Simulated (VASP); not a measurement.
These are PBE GGA, VASP's PBE PAW potentials (set 64) (plane waves; VASP) values and carry that method's errors.

Input for VASP

File KPOINTS:
```
Automatic mesh
0
Gamma
6 6 6
0 0 0
```

POSCAR:
```
Nb3Sn
1.0
  4.9944257042   0.0000000000   0.0000000000
  0.0000000000   4.9944257042   0.0000000000
  0.0000000000   0.0000000000   4.9944257042
Nb Sn
6 2
Cartesian
  1.2486064261   4.9944257042   2.4972128521
  2.4972128521   1.2486064261   4.9944257042
  2.4972128521   3.7458192781   0.0000000000
  3.7458192781   4.9944257042   2.4972128521
  4.9944257042   2.4972128521   3.7458192781
  4.9944257042   2.4972128521   1.2486064261
  2.4972128521   2.4972128521   2.4972128521
  4.9944257042   0.0000000000   0.0000000000
```

**INCAR**
```
SYSTEM = Nb3Sn
PREC = Accurate
ENCUT = 500
EDIFF = 1E-6
NELM = 100
ALGO = Normal
LREAL = .FALSE.
LASPH = .TRUE.
ISMEAR = 1
SIGMA = 0.1
GGA = PE
LMAXMIX = 4
LWAVE = .FALSE.
LCHARG = .FALSE.
IBRION = 2
ISIF = 3
NSW = 40
EDIFFG = -0.02
PSTRESS = 450
```

POTCAR, in this order: Nb_sv Sn_d (PBE.64 set). Program: vasp_std.

Output

OSZICAR:
```
       N       E                     dE             d eps       ncg     rms          rms(c)
DAV:   1     0.183757731541E+04    0.18376E+04   -0.50060E+04  2622   0.229E+03
DAV:   2     0.228646961652E+03   -0.16089E+04   -0.15745E+04  2552   0.845E+02
DAV:   3    -0.362803670309E+02   -0.26493E+03   -0.25443E+03  3334   0.285E+02
DAV:   4    -0.668527500355E+02   -0.30572E+02   -0.29803E+02  3817   0.870E+01
DAV:   5    -0.693295536449E+02   -0.24768E+01   -0.24523E+01  4600   0.215E+01    0.232E+01
DAV:   6    -0.674670495622E+02    0.18625E+01   -0.61796E+00  3729   0.141E+01    0.874E+00
DAV:   7    -0.672691087643E+02    0.19794E+00   -0.16860E+00  4016   0.734E+00    0.277E+00
DAV:   8    -0.672904852832E+02   -0.21377E-01   -0.25588E-01  4169   0.274E+00    0.566E-01
DAV:   9    -0.672916080414E+02   -0.11228E-02   -0.35752E-02  4064   0.111E+00    0.431E-01
DAV:  10    -0.672923346681E+02   -0.72663E-03   -0.55575E-03  4225   0.404E-01    0.636E-02
DAV:  11    -0.672922224144E+02    0.11225E-03   -0.49179E-04  3424   0.121E-01    0.324E-02
DAV:  12    -0.672922117978E+02    0.10617E-04   -0.37754E-05  3977   0.352E-02    0.520E-03
DAV:  13    -0.672922106445E+02    0.11533E-05   -0.32725E-06  2344   0.109E-02    0.288E-03
DAV:  14    -0.672922104917E+02    0.15276E-06   -0.61182E-07  1992   0.644E-03
   1 F= -.32301029E+02 E0= -.32301095E+02  d E =-.323010E+02
       N       E                     dE             d eps       ncg     rms          rms(c)
DAV:   1    -0.671874829134E+02    0.10473E+00   -0.30131E-01  2811   0.472E+00    0.636E-01
DAV:   2    -0.671822756021E+02    0.52073E-02   -0.32577E-02  3344   0.145E+00    0.380E-01
DAV:   3    -0.671796183041E+02    0.26573E-02   -0.17549E-02  3808   0.802E-01    0.217E-01
DAV:   4    -0.671796044923E+02    0.13812E-04   -0.19727E-03  3480   0.224E-01    0.809E-02
DAV:   5    -0.671797113444E+02   -0.10685E-03   -0.24911E-04  4320   0.748E-02    0.714E-02
DAV:   6    -0.671797505982E+02   -0.39254E-04   -0.49893E-05  3672   0.320E-02    0.397E-02
DAV:   7    -0.671797878955E+02   -0.37297E-04   -0.63714E-05  3784   0.326E-02    0.855E-03
DAV:   8    -0.671797833287E+02    0.45668E-05   -0.76279E-06  2808   0.156E-02    0.486E-03
DAV:   9    -0.671797840244E+02   -0.69570E-06   -0.35857E-07  1680   0.477E-03
   2 F= -.32300265E+02 E0= -.32300334E+02  d E =0.763877E-03
       N       E                     dE             d eps       ncg     rms          rms(c)
DAV:   1    -0.672731879179E+02   -0.93405E-01   -0.18656E-01  2706   0.373E+00    0.498E-01
DAV:   2    -0.672700348601E+02    0.31531E-02   -0.20098E-02  3266   0.114E+00    0.302E-01
DAV:   3    -0.672684319466E+02    0.16029E-02   -0.11274E-02  3788   0.648E-01    0.181E-01
DAV:   4    -0.672683747748E+02    0.57172E-04   -0.12376E-03  3427   0.182E-01    0.685E-02
DAV:   5    -0.672684088489E+02   -0.34074E-04   -0.14661E-04  4321   0.581E-02    0.574E-02
DAV:   6    -0.672684127932E+02   -0.39442E-05   -0.29292E-05  3426   0.243E-02    0.333E-02
DAV:   7    -0.672684035420E+02    0.92512E-05   -0.38134E-05  3778   0.255E-02    0.570E-03
DAV:   8    -0.672684075395E+02   -0.39975E-05   -0.38181E-06  2521   0.124E-02    0.333E-03
DAV:   9    -0.672684072931E+02    0.24637E-06   -0.30029E-07  1673   0.474E-03
   3 F= -.32301088E+02 E0= -.32301154E+02  d E =-.591163E-04
```

**OUTCAR**
```
------------------------ aborting loop because EDIFF is reached ----------------------------------------
  FORCE on cell =-STRESS in cart. coord.  units (eV):
  Direction    XX          YY          ZZ          XY          YZ          ZX
  --------------------------------------------------------------------------------------
  Total       34.9693055     34.9693055     34.9693055     -0.0000000     -0.0000000      0.0000000
  in kB      450.0255670    450.0255670    450.0255670     -0.0000000     -0.0000000      0.0000000
  external PRESSURE =       0.0255670 kB  Pullay stress =     450.0000000 kB
  volume of cell :      124.50
      direct lattice vectors                 reciprocal lattice vectors
     4.993290126  0.000000000 -0.000000000     0.200268756 -0.000000000  0.000000000
     0.000000000  4.993290126 -0.000000000    -0.000000000  0.200268756  0.000000000
    -0.000000000 -0.000000000  4.993290126     0.000000000  0.000000000  0.200268756
 POSITION                                       TOTAL-FORCE (eV/Angst)
 -----------------------------------------------------------------------------------
      1.24832      0.00000      2.49665        -0.000000     -0.000000      0.000000
      2.49665      1.24832     -0.00000        -0.000000     -0.000000     -0.000000
      2.49665      3.74497     -0.00000         0.000000      0.000000     -0.000000
      3.74497      0.00000      2.49665         0.000000     -0.000000      0.000000
     -0.00000      2.49665      3.74497         0.000000      0.000000      0.000000
     -0.00000      2.49665      1.24832        -0.000000     -0.000000     -0.000000
      2.49665      2.49665      2.49665        -0.000000      0.000000      0.000000
     -0.00000      0.00000      0.00000        -0.000000      0.000000      0.000000
 -----------------------------------------------------------------------------------
    total drift:                                0.000000      0.000000     -0.000000
  FREE ENERGIE OF THE ION-ELECTRON SYSTEM (eV)
  ---------------------------------------------------
  free  energy   TOTEN  =       -67.2684072931 eV

  energy  without entropy=      -67.2686045569  energy(sigma->0) =      -67.26847305
  enthalpy is  TOTEN    =       -32.3010884633 eV   P V=       34.9673188298

 reached required accuracy - stopping structural energy minimisation
```
(Selected blocks of OUTCAR.)

**CONTCAR**
```
Nb3Sn
   1.00000000000000
     4.9932901260643590    0.0000000000000000   -0.0000000000000000
     0.0000000000000000    4.9932901260643590   -0.0000000000000000
    -0.0000000000000000   -0.0000000000000000    4.9932901260643590
  Nb              Sn
     6     2
Direct
     0.2500000000000000    0.0000000000000000    0.5000000000000000
     0.5000000000000000    0.2500000000000000    0.0000000000000000
     0.5000000000000000    0.7500000000000000    0.0000000000000000
     0.7500000000000000    0.0000000000000000    0.5000000000000000
     0.0000000000000000    0.5000000000000000    0.7500000000000000
     0.0000000000000000    0.5000000000000000    0.2500000000000000
     0.5000000000000000    0.5000000000000000    0.5000000000000000
     0.0000000000000000    0.0000000000000000    0.0000000000000000
```

**OUTCAR**
```
 val. band max:       14.0071089094   @ k =   0.1667   0.0000   0.0000

 cond. band min:      14.0128172687   @ k =   0.1667   0.0000   0.0000


 Fermi energy:        14.0114773484

 k-point     1 :       0.0000    0.0000    0.0000
  band No.  band energies     occupation
      1     -40.3194      2.00000
      2     -40.1660      2.00000
      3     -40.1660      2.00000
      4     -39.7706      2.00000
      5     -39.7706      2.00000
      6     -39.7706      2.00000
      7     -17.7843      2.00000
      8     -17.7843      2.00000
      9     -17.5291      2.00000
     10     -16.6856      2.00000
     11     -16.6856      2.00000
     12     -16.6856      2.00000
     13     -16.0724      2.00000
     14     -16.0724      2.00000
     15     -16.0724      2.00000
     16     -16.0075      2.00000
     17     -16.0075      2.00000
     18     -16.0075      2.00000
     19     -15.8591      2.00000
     20     -15.8591      2.00000
     21     -15.8591      2.00000
     22     -14.9548      2.00000
     23     -14.9548      2.00000
     24     -14.9548      2.00000
     25      -6.9769      2.00000
     26      -6.9769      2.00000
     27      -6.9416      2.00000
     28      -6.9416      2.00000
     29      -6.9008      2.00000
     30      -6.9008      2.00000
     31      -6.9008      2.00000
     32      -6.9002      2.00000
     33      -6.9002      2.00000
     34      -6.9002      2.00000
     35       3.9674      2.00000
     36       5.6093      2.00000
     37       9.6686      2.00000
     38       9.6686      2.00000
     39       9.6686      2.00000
     40      10.1266      2.00000
     41      10.1266      2.00000
     42      10.1266      2.00000
     43      10.9210      2.00000
     44      10.9210      2.00000
     45      11.3361      2.00000
     46      12.0860      2.00000
     47      12.1121      2.00000
     48      12.1121      2.00000
     49      12.1121      2.00000
     50      13.3032      2.00000
     51      13.3032      2.00000
...
```

Unless said otherwise, spin-orbit coupling is left out, though it shifts the bands of the heavy elements here.

The compound is Nb3Sn in the A15 structure. This run relaxes it under an external pressure of 45 GPa. Symmetry was kept, so distortions that lower it aren't found.
